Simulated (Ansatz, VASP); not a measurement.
## Lu3Sc2O in VASP and in Ansatz

The input INCAR:

```
PREC = Accurate
ENCUT = 520
EDIFF = 1E-7
ISMEAR = 0
SIGMA = 0.1
LREAL = False
LASPH = True
NELM = 100
ALGO = Normal
ISIF = 2
LWAVE = False
LCHARG = True
GGA = PE
LELF = True
LVHAR = True
NBANDS = 60
```

KPOINTS

```
regular mesh
0
Gamma
  6 6 2
```

POSCAR

```
Lu3Sc2O
1.0
    4.1627788200      0.0000000000      0.0000000000
   -2.0813894100      3.6050722100      0.0000000000
    0.0000000000      0.0000000000      9.2763057200
Lu Sc O
3 2 1
Direct
    0.0000000000      0.0000000000      0.0000000000
    0.3333333300      0.6666666700      0.5000000000
    0.3333333300      0.6666666700      0.0000000000
    0.6666666700      0.3333333300      0.7522701000
    0.6666666700      0.3333333300      0.2477299000
    0.0000000000      0.0000000000      0.5000000000
```

Input for Ansatz:

```yaml
crystal:
  lattice:
    - [4.16277882, 0.0, 0.0]
    - [-2.08138941, 3.60507221, 0.0]
    - [0.0, 0.0, 9.27630572]
  atoms:
    - { symbol: Lu, position: [0.0, 0.0, 0.0] }
    - { symbol: Lu, position: [0.33333333, 0.66666667, 0.5] }
    - { symbol: Lu, position: [0.33333333, 0.66666667, 0.0] }
    - { symbol: Sc, position: [0.66666667, 0.33333333, 0.7522701] }
    - { symbol: Sc, position: [0.66666667, 0.33333333, 0.2477299] }
    - { symbol: O, position: [0.0, 0.0, 0.5] }
basis:
  ecutwfc: 420
kpoints:
  mp_grid: { grid: [6, 6, 2] }
hamiltonian:
  xc: pbe
scf:
  occupations: { method: gaussian, width: 0.1 }
  lower_state_search: "off"
output:
  forces: true
  stress: true
  eigenvalues: true
```

Change from the starting cell: species swapped into the Sr2AlGa3 type (P-6m2, No. 187).

Alike in both runs: task single point; functional PBE; k mesh 6 × 6 × 2; occupations gaussian, width 0.1 eV; no spin polarisation.

|  | VASP | Ansatz |
| --- | --- | --- |
| version | VASP 6.6.1 | Ansatz 0.2.0 |
| potentials or method | VASP PAW PBE potentials, release 64 (Lu, Sc_sv, O) | scalar-relativistic, plane waves, PAW |
| plane-wave cutoff (eV) | 520 | 420 |
| valence electrons in the cell | 103 | 103 |

|  | VASP | Ansatz | Ansatz less VASP |
| --- | --- | --- | --- |
| gap on the k mesh at the Fermi level (eV) | none | none | - |
| pressure (GPa) | 4.9 | 4.1 | -0.75 |
| largest component of the traceless stress (GPa) | 6.67 | 5.98 | -0.690 |
| rms of the force components (eV/Å) | 0.320 | 0.326 | +0.0059 |

Atom by atom the forces differ by 0.006 eV/Å (rms over components). A gap of «none» marks a metal or a gap that the smearing closes.

Caveats: an odd number of electrons without spin polarisation forces a metal; a magnetic or distorted state may lie lower. Spin-orbit coupling is left out, which matters for the levels of Lu.
